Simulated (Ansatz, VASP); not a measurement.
## Si7Mo6S12O14 (amorphous SiO2 against MoS2, 6.0 A) in two plane-wave programs

Wanted: the spread between two codes on one cell, functional and k mesh. Of the first pair: The structure shown is the start of the Ansatz relaxation below; VASP solves that cell, so the two are compared at the walk's first step.

Calculated with Ansatz 0.2.0; plane waves, with VASP 6.6.1 beside it; single point at PBE with D3(BJ).

### 1. The starting structure

The cell holds 78 atoms: 12 Mo, 24 S, 14 Si and 28 O. Cell: a = 9.540 Å, b = 11.016 Å, c = 13.259 Å, α = 90.0°, β = 90.0°, γ = 90.0°. It derives from MoS2 (one layer of 2H-MoS2 (a = 3.18 A), 3 x 2 rectangular cells). A slab of one layer of 2H-MoS2 (a = 3.18 A), 3 x 2 rectangular cells. 42 atoms (14 Si, 28 O) packed at random between the slab and its periodic image at 2.2 g/cm^3 (a layer of 6.0 A) and pushed apart as soft spheres. Langevin MD at fixed cell with the MACE-MP-0b2 small potential (Batatia et al., arXiv:2401.00096), steps of 1.5 fs: 0.63 ps at 3200 K with the crystal held, 3200 to 900 K in 1.8 ps with the crystal held, 900 to 300 K in 0.9 ps with its inner planes held; soft walls kept the melt off the sheet. Then all atoms and the cell's height relaxed. The structure's axis is c.

### 2. Ansatz: relaxation, PBE with D3(BJ)

Ansatz runs on its default PAW (the set named soft_2) files.

The two programs are compared at the cell with which this relaxation starts, whose forces are those of its first step.

input.yaml

```yaml
crystal:
  lattice:
    - [9.54, 0.0, 0.0]
    - [0.0, 11.01584, 0.0]
    - [0.0, 0.0, 13.25937]
  atoms:
    - { symbol: Mo, position: [0.99243, 0.99097, 0.19112] }
    - { symbol: S, position: [0.15918, 0.07389, 0.30766] }
    - { symbol: S, position: [0.15836, 0.07315, 0.07142] }
    - { symbol: Mo, position: [0.15827, 0.23992, 0.18898] }
    - { symbol: S, position: [0.99441, 0.31954, 0.30994] }
    - { symbol: S, position: [0.99106, 0.32913, 0.07585] }
    - { symbol: Mo, position: [0.99243, 0.49131, 0.19944] }
    - { symbol: S, position: [0.16201, 0.57644, 0.31277] }
    - { symbol: S, position: [0.15709, 0.57285, 0.07866] }
    - { symbol: Mo, position: [0.15899, 0.74157, 0.19391] }
    - { symbol: S, position: [0.99505, 0.82792, 0.31212] }
    - { symbol: S, position: [0.98963, 0.82195, 0.07658] }
    - { symbol: Mo, position: [0.32551, 0.99121, 0.18998] }
    - { symbol: S, position: [0.49178, 0.07393, 0.30865] }
    - { symbol: S, position: [0.49336, 0.07504, 0.07343] }
    - { symbol: Mo, position: [0.49276, 0.24086, 0.19259] }
    - { symbol: S, position: [0.32342, 0.32156, 0.30704] }
    - { symbol: S, position: [0.32678, 0.32607, 0.0749] }
    - { symbol: Mo, position: [0.32651, 0.4915, 0.19479] }
    - { symbol: S, position: [0.48933, 0.576, 0.31467] }
    - { symbol: S, position: [0.49543, 0.57372, 0.07851] }
    - { symbol: Mo, position: [0.4927, 0.74085, 0.19489] }
    - { symbol: S, position: [0.32542, 0.82689, 0.31066] }
    - { symbol: S, position: [0.32647, 0.82238, 0.07522] }
    - { symbol: Mo, position: [0.65942, 0.99106, 0.19198] }
    - { symbol: S, position: [0.8263, 0.07376, 0.31018] }
    - { symbol: S, position: [0.8257, 0.07495, 0.07424] }
    - { symbol: Mo, position: [0.82651, 0.24069, 0.19231] }
    - { symbol: S, position: [0.66137, 0.31978, 0.31085] }
    - { symbol: S, position: [0.65885, 0.32941, 0.07947] }
    - { symbol: Mo, position: [0.65865, 0.49212, 0.20056] }
    - { symbol: S, position: [0.82509, 0.57498, 0.32572] }
    - { symbol: S, position: [0.82525, 0.57449, 0.08338] }
    - { symbol: Mo, position: [0.82553, 0.74164, 0.19919] }
    - { symbol: S, position: [0.65656, 0.82766, 0.31273] }
    - { symbol: S, position: [0.66137, 0.822, 0.07736] }
    - { symbol: Si, position: [0.82865, 0.56685, 0.51017] }
    - { symbol: Si, position: [0.04691, 0.36703, 0.58592] }
    - { symbol: Si, position: [0.6307, 0.59468, 0.67769] }
    - { symbol: Si, position: [0.12275, 0.73806, 0.7335] }
    - { symbol: Si, position: [0.6284, 0.97384, 0.71071] }
    - { symbol: Si, position: [0.35429, 0.03693, 0.61364] }
    - { symbol: Si, position: [0.64752, 0.33684, 0.78319] }
    - { symbol: Si, position: [0.15, 0.53086, 0.74304] }
    - { symbol: Si, position: [0.80676, 0.17174, 0.78439] }
    - { symbol: Si, position: [0.4116, 0.80073, 0.69504] }
    - { symbol: Si, position: [0.10714, 0.15839, 0.71401] }
    - { symbol: Si, position: [0.34758, 0.33206, 0.76249] }
    - { symbol: Si, position: [0.84091, 0.78414, 0.64684] }
    - { symbol: Si, position: [0.34789, 0.2959, 0.52959] }
    - { symbol: O, position: [0.97038, 0.12977, 0.7848] }
    - { symbol: O, position: [0.45843, 0.34715, 0.45174] }
    - { symbol: O, position: [0.92848, 0.44783, 0.5236] }
    - { symbol: O, position: [0.02945, 0.22267, 0.61518] }
    - { symbol: O, position: [0.75363, 0.68779, 0.71692] }
    - { symbol: O, position: [0.1726, 0.63241, 0.65006] }
    - { symbol: O, position: [0.33054, 0.14287, 0.52847] }
    - { symbol: O, position: [0.76173, 0.27943, 0.8681] }
    - { symbol: O, position: [0.72621, 0.2532, 0.6929] }
    - { symbol: O, position: [0.39775, 0.32788, 0.64605] }
    - { symbol: O, position: [0.88042, 0.70437, 0.54284] }
    - { symbol: O, position: [0.26891, 0.80444, 0.76437] }
    - { symbol: O, position: [0.20705, 0.04424, 0.68085] }
    - { symbol: O, position: [0.28957, 0.46847, 0.7904] }
    - { symbol: O, position: [0.63757, 0.48009, 0.75482] }
    - { symbol: O, position: [0.71866, 0.04514, 0.79602] }
    - { symbol: O, position: [0.37249, 0.88689, 0.59489] }
    - { symbol: O, position: [0.044, 0.42954, 0.6988] }
    - { symbol: O, position: [0.21582, 0.24056, 0.78175] }
    - { symbol: O, position: [0.67647, 0.54595, 0.56394] }
    - { symbol: O, position: [0.51217, 0.06703, 0.66105] }
    - { symbol: O, position: [0.1927, 0.36924, 0.52315] }
    - { symbol: O, position: [0.47923, 0.66571, 0.66981] }
    - { symbol: O, position: [0.7435, 0.9064, 0.63302] }
    - { symbol: O, position: [0.53332, 0.86757, 0.76249] }
    - { symbol: O, position: [0.08017, 0.63363, 0.82014] }
    - { symbol: O, position: [0.99071, 0.82194, 0.69894] }
    - { symbol: O, position: [0.49052, 0.30068, 0.82525] }
kpoints:
  mp_grid: { grid: [1, 1, 1] }
hamiltonian:
  xc: pbe
  dispersion: d3bj
scf:
  occupations: { method: fermi_dirac, width: 0.025 }
output:
  forces: true
relax:
  f_tol: 0.08
  max_steps: 90
  cell: { fix: [a, b, alpha, beta, gamma] }
```

Launch:

```
$ ansatz run input.yaml --threads 4 --pin off --max-ram 8192MiB --backend cpu --events-out ev --progress --plain --runs-dir out
```

Numbers of over 12 decimals in the logs are rounded to 6 here.

The program printed:

```text
Engine: ansatz 0.2.0, aarch64-unknown-linux-gnu
Pseudopotentials: kind: paw
Pseudopotential: Mo, paw, valence charge 14, recommended cutoff 420 eV (normal), Mo.paw.azcp
Pseudopotential: S, paw, valence charge 6, recommended cutoff 420 eV (normal), S.paw.azcp
Pseudopotential: Si, paw, valence charge 4, recommended cutoff 420 eV (normal), Si.paw.azcp
Pseudopotential: O, paw, valence charge 6, recommended cutoff 420 eV (normal), O.paw.azcp
Functional definition: PBE
  parameter kappa = 0.804
  parameter beta = 0.066725
  exchange = pbe_x(kappa = kappa, mu = beta*pi^2/3)
  correlation = pbe_c(beta = beta)
Crystal: 78 atoms, lattice volume = 1393.442 Å³
Basis set: ecut = 420 eV, 27227 PW (Γ), exchange–correlation on 128×150×180 points (8 copies of the dense FFT grid, shifted against one another)
Bands: 346, of which v1, the nominal top of the filled ones, is band 268 counted from 1 (267 counted from 0)
Symmetry: 1 space group operations
Space group: P1 (ITA 1), of the structure as read, at distance tolerance 1.1e-4 Å
k-points: 1
Non-local potential: Mo, projectors of the file, l = 0: 3, l = 1: 2, l = 2: 2, l = 3: 1
Non-local potential: S, projectors of the file, l = 0: 2, l = 1: 2, l = 2: 2
Non-local potential: Si, projectors of the file, l = 0: 2, l = 1: 2, l = 2: 2
Non-local potential: O, projectors of the file, l = 0: 2, l = 1: 2, l = 2: 1
PAW form: soft (Blöchl's): semilocal exchange-correlation on the pseudo side does not see the compensation charge
PAW one-centre angular grid: Mo, 590 points (default); XC on 64 Gauss nodes
PAW one-centre angular grid: S, 110 points (default); XC on 64 Gauss nodes
PAW one-centre angular grid: Si, 110 points (default); XC on 64 Gauss nodes
PAW one-centre angular grid: O, 110 points (default); XC on 64 Gauss nodes
Initial density: superposition of atomic densities (neutral atoms: chi_scale 0, normalization atom), corrected by the library's trained network
Initial wavefunctions: pseudopotential atomic-orbital guess
Functional: x = pbe(κ = 0.804, μ = 0.219515), c = pbe(β = 0.066725)
SCF iter   1: F=—  HF=-105997.314227 eV  |F-HF|=—  |Δ(HF+E_count)|=         —  Δρ=6.07e-3  dr2=8.07e-1  ethr=1.77e-3  ⟨swp⟩=8.0  Hψ=1685  notcnv=0  defer=19
preconditioner: auto → Resta (q_TF=auto, 2.327 Å⁻¹)  ε∞=4.6  [insulator: Δε(μ)=1.266 eV  Ē_g=11.041 eV  σ=0.025 eV  W_gap=1.00  n_scr=298 (ndim 8)  ℏωp=20.9 eV  f_vac=0.205  D(μ)=0.00/eV (n_scr^D=0)  ε∞_Penn≈4.6]
SCF iter   2: F=—  HF=-105997.217695 eV  |F-HF|=—  |Δ(HF+E_count)|=   9.65e-2  Δρ=3.49e-3  dr2=2.20e-1  ethr=1.51e-4  ⟨swp⟩=2.0  Hψ=603  notcnv=0  defer=66
SCF iter   3: F=—  HF=-105997.208507 eV  |F-HF|=—  |Δ(HF+E_count)|=   9.19e-3  Δρ=2.00e-3  dr2=1.53e-1  ethr=4.11e-5  ⟨swp⟩=3.0  Hψ=490  notcnv=0  defer=66
SCF iter   4: F=—  HF=-105997.196546 eV  |F-HF|=—  |Δ(HF+E_count)|=   1.20e-2  Δρ=1.16e-3  dr2=6.66e-2  ethr=2.85e-5  ⟨swp⟩=3.0  Hψ=428  notcnv=0  defer=66
SCF iter   5: F=—  HF=-105997.187062 eV  |F-HF|=—  |Δ(HF+E_count)|=   9.48e-3  Δρ=4.30e-4  dr2=9.97e-3  ethr=1.24e-5  ⟨swp⟩=2.0  Hψ=403  notcnv=0  defer=66
SCF iter   6: F=—  HF=-105997.183386 eV  |F-HF|=—  |Δ(HF+E_count)|=   3.68e-3  Δρ=2.80e-4  dr2=3.51e-3  ethr=1.86e-6  ⟨swp⟩=2.0  Hψ=473  notcnv=0  defer=66
SCF iter   7: F=—  HF=-105997.182803 eV  |F-HF|=—  |Δ(HF+E_count)|=   5.83e-4  Δρ=3.27e-4  dr2=4.01e-3  ethr=6.55e-7  ⟨swp⟩=2.0  Hψ=435  notcnv=0  defer=66
SCF iter   8: F=—  HF=-105997.182375 eV  |F-HF|=—  |Δ(HF+E_count)|=   4.28e-4  Δρ=1.04e-4  dr2=2.26e-4  ethr=6.55e-7  ⟨swp⟩=2.0  Hψ=412  notcnv=0  defer=66
SCF iter   9: F=—  HF=-105997.182412 eV  |F-HF|=—  |Δ(HF+E_count)|=   3.66e-5  Δρ=5.13e-5  dr2=6.60e-5  ethr=4.21e-8  ⟨swp⟩=2.0  Hψ=473  notcnv=0  defer=66
SCF iter  10: F=—  HF=-105997.182959 eV  |F-HF|=—  |Δ(HF+E_count)|=   5.48e-4  Δρ=3.19e-5  dr2=3.25e-5  ethr=1.23e-8  ⟨swp⟩=2.0  Hψ=473  notcnv=0  defer=66
SCF iter  11: F=—  HF=-105997.182959 eV  |F-HF|=—  |Δ(HF+E_count)|=   2.85e-7  Δρ=1.76e-5  dr2=9.07e-6  ethr=6.06e-9  ⟨swp⟩=2.0  Hψ=473  notcnv=0  defer=66
SCF iter  12: F=—  HF=-105997.182959 eV  |F-HF|=—  |Δ(HF+E_count)|=   3.18e-7  Δρ=9.99e-6  dr2=1.80e-6  ethr=1.69e-9  ⟨swp⟩=2.0  Hψ=473  notcnv=0  defer=66
SCF iter  13: F=—  HF=-105997.182960 eV  |F-HF|=—  |Δ(HF+E_count)|=   5.06e-7  Δρ=5.97e-6  dr2=1.16e-6  ethr=3.35e-10  ⟨swp⟩=2.0  Hψ=473  notcnv=0  defer=66
SCF iter  14: F=—  HF=-105997.182960 eV  |F-HF|=—  |Δ(HF+E_count)|=   9.60e-8  Δρ=3.30e-6  dr2=2.97e-7  ethr=2.17e-10  ⟨swp⟩=2.0  Hψ=473  notcnv=0  defer=66
SCF iter  15: F=-105997.182960 eV  HF=-105997.182960 eV  |F-HF|=5.43e-9  |Δ(HF+E_count)|=   8.69e-9  Δρ=1.32e-6  dr2=4.21e-8  ethr=1.87e-11  ⟨swp⟩=4.0  Hψ=1067  notcnv=0
SCF 1 converged in 15 iterations: F = -105997.182960 eV  dr2 = 4.21e-8
  greatest PAW one-centre occupation: 0.998 electrons in one spin orbital (limit 2), on the Mo atom at site 3 (counted from 0), in its partial waves of l = 0
[...]
atom  46  Si    -0.00270737    -0.01364781    -0.01372965
  atom  47  Si    -0.00485932    -0.00782487    -0.00395219
  atom  48  Si     0.00569118     0.01276211     0.01389268
  atom  49  Si     0.00126654    -0.00586350    -0.00523284
  atom  50  Si     0.01201371     0.02347798     0.01929074
  atom  51  O      0.00128718    -0.00628195     0.00803760
  atom  52  O     -0.01486562    -0.00570266     0.01531412
  atom  53  O     -0.01310641    -0.01313821     0.00349469
[...]
atom  62  O     -0.00011481     0.00932493     0.02070208
  atom  63  O      0.02047111     0.01098113     0.00367780
  atom  64  O     -0.00333832    -0.00790928    -0.00964069
  atom  65  O     -0.01475261    -0.01317567     0.00228607
  atom  66  O      0.00895437     0.00561954     0.00921109
  atom  67  O     -0.00133252     0.00482108    -0.00458474
  atom  68  O      0.00856610     0.00209117    -0.02388931
  atom  69  O     -0.00429784     0.01539661     0.01615622
  atom  70  O      0.00252519     0.00417901    -0.00356337
  atom  71  O      0.00692704    -0.00444982    -0.00531181
  atom  72  O      0.00031121     0.00630571    -0.00564456
  atom  73  O      0.00097294     0.00165653     0.00785996
  atom  74  O     -0.00484108     0.00409162    -0.00538792
  atom  75  O      0.00166634     0.00243351     0.00645408
  atom  76  O     -0.00645939    -0.00109758    -0.00203335
  atom  77  O      0.00475597     0.01044514    -0.00145875
  atom  78  O      0.00190256     0.00740447    -0.00231360
  max |Σ_I F_I| component: 2.35e-5 eV/Å
--- Stress (GPa, compression-positive) ---
       -1.949750       1.904573      -0.129257
        1.904574      -2.137979       0.054033
       -0.129258       0.054033       0.026444
  P = ⅓ Tr σ = -1.3538 GPa (-13.538 kbar)
--- Relaxed structure (9 steps of the walk, 8 accepted, 2 SCFs on fresh bases) ---
  F+E_penalty+E_count = -105997.84141645 eV   max|allowed force component| = 4.275e-2 eV/Å   (the final SCF, on the basis selected at the relaxed cell)
  cell:  # Å, volume = 1316.5587 Å³
    - [9.54, 0, 0]
    - [0, 11.01584, 0]
    - [0, 0, 12.527783]
  atoms:
    - { symbol: Mo, position: [0.980993, 0.974966, 0.188220] }
    - { symbol: S, position: [0.147551, 0.057262, 0.312538] }
    - { symbol: S, position: [0.147326, 0.056210, 0.062638] }
    - { symbol: Mo, position: [0.146102, 0.223137, 0.187020] }
    - { symbol: S, position: [0.982333, 0.302706, 0.315465] }
    - { symbol: S, position: [0.979867, 0.311197, 0.066774] }
    - { symbol: Mo, position: [0.982680, 0.473659, 0.196490] }
    - { symbol: S, position: [0.149731, 0.559446, 0.317194] }
    - { symbol: S, position: [0.144675, 0.555809, 0.068577] }
    - { symbol: Mo, position: [0.146575, 0.724685, 0.190329] }
    - { symbol: S, position: [0.984093, 0.812197, 0.315059] }
    - { symbol: S, position: [0.978237, 0.806026, 0.066078] }
    - { symbol: Mo, position: [0.314034, 0.974226, 0.188454] }
    - { symbol: S, position: [0.480069, 0.055929, 0.313779] }
    - { symbol: S, position: [0.481098, 0.057718, 0.064437] }
    - { symbol: Mo, position: [0.480050, 0.223728, 0.191368] }
    - { symbol: S, position: [0.310603, 0.304815, 0.310140] }
    - { symbol: S, position: [0.314557, 0.308316, 0.065554] }
    - { symbol: Mo, position: [0.313385, 0.475165, 0.192010] }
    - { symbol: S, position: [0.475735, 0.557912, 0.318534] }
    - { symbol: S, position: [0.483170, 0.555716, 0.069061] }
    - { symbol: Mo, position: [0.480900, 0.724205, 0.191153] }
    - { symbol: S, position: [0.313411, 0.808122, 0.314365] }
    - { symbol: S, position: [0.314262, 0.805479, 0.065326] }
    - { symbol: Mo, position: [0.646754, 0.974905, 0.189662] }
    - { symbol: S, position: [0.814279, 0.057732, 0.313865] }
    - { symbol: S, position: [0.813271, 0.058834, 0.065094] }
    - { symbol: Mo, position: [0.813468, 0.225525, 0.189950] }
    - { symbol: S, position: [0.646728, 0.302425, 0.318398] }
    - { symbol: S, position: [0.644213, 0.310899, 0.071769] }
    - { symbol: Mo, position: [0.643699, 0.473159, 0.199067] }
    - { symbol: S, position: [0.814598, 0.560836, 0.321946] }
    - { symbol: S, position: [0.812374, 0.556868, 0.075524] }
    - { symbol: Mo, position: [0.813978, 0.728262, 0.195247] }
    - { symbol: S, position: [0.644473, 0.810459, 0.316885] }
    - { symbol: S, position: [0.648972, 0.806355, 0.067205] }
    - { symbol: Si, position: [0.833460, 0.572798, 0.502239] }
    - { symbol: Si, position: [0.062753, 0.382672, 0.585765] }
    - { symbol: Si, position: [0.635378, 0.607778, 0.676976] }
    - { symbol: Si, position: [0.132476, 0.750615, 0.734634] }
    - { symbol: Si, position: [0.640289, 0.987595, 0.709754] }
    - { symbol: Si, position: [0.368862, 0.056577, 0.608053] }
    - { symbol: Si, position: [0.655744, 0.350778, 0.788790] }
    - { symbol: Si, position: [0.160528, 0.542728, 0.754689] }
    - { symbol: Si, position: [0.818042, 0.186251, 0.788179] }
    - { symbol: Si, position: [0.420724, 0.818216, 0.692865] }
    - { symbol: Si, position: [0.122391, 0.174372, 0.721709] }
    - { symbol: Si, position: [0.354408, 0.344363, 0.780309] }
    - { symbol: Si, position: [0.848180, 0.794085, 0.641140] }
    - { symbol: Si, position: [0.363679, 0.317730, 0.528974] }
    - { symbol: O, position: [0.980979, 0.142305, 0.790263] }
    - { symbol: O, position: [0.483331, 0.376780, 0.461793] }
    - { symbol: O, position: [0.938217, 0.459373, 0.523332] }
    - { symbol: O, position: [0.050161, 0.237655, 0.614595] }
    - { symbol: O, position: [0.760516, 0.699961, 0.717083] }
    - { symbol: O, position: [0.184565, 0.639842, 0.652803] }
    - { symbol: O, position: [0.342676, 0.163709, 0.519962] }
    - { symbol: O, position: [0.775900, 0.295530, 0.875306] }
    - { symbol: O, position: [0.733412, 0.267163, 0.692896] }
    - { symbol: O, position: [0.397803, 0.338527, 0.656949] }
    - { symbol: O, position: [0.884621, 0.711912, 0.531808] }
    - { symbol: O, position: [0.276504, 0.821436, 0.764709] }
    - { symbol: O, position: [0.226367, 0.063687, 0.684778] }
    - { symbol: O, position: [0.297458, 0.481736, 0.810588] }
    - { symbol: O, position: [0.640458, 0.494697, 0.760709] }
    - { symbol: O, position: [0.731436, 0.058309, 0.799858] }
    - { symbol: O, position: [0.383993, 0.905708, 0.587287] }
    - { symbol: O, position: [0.055949, 0.440046, 0.708091] }
    - { symbol: O, position: [0.222719, 0.253141, 0.803146] }
    - { symbol: O, position: [0.681185, 0.556291, 0.557912] }
    - { symbol: O, position: [0.528538, 0.082702, 0.655437] }
    - { symbol: O, position: [0.207350, 0.391191, 0.518996] }
    - { symbol: O, position: [0.486415, 0.682162, 0.667058] }
    - { symbol: O, position: [0.752388, 0.917280, 0.626621] }
    - { symbol: O, position: [0.542005, 0.883928, 0.765688] }
    - { symbol: O, position: [0.090319, 0.651129, 0.830395] }
    - { symbol: O, position: [0.999694, 0.831363, 0.694354] }
    - { symbol: O, position: [0.502444, 0.313115, 0.840655] }
```

[end of part 1 of 2]

[Lines on the potential files, build, host, timing and source positions are cut from VASP's logs without a mark.]

[Logs are printed without paths, hosts, clocks, repeated set-up lines and the standing remarks that a program may print on its own settings, such as how far it seeks lower states.]

[Hosts, paths, dates, database ids (printed as entryN), source tags and the programs' standing remarks are cut or masked in the printed files.]
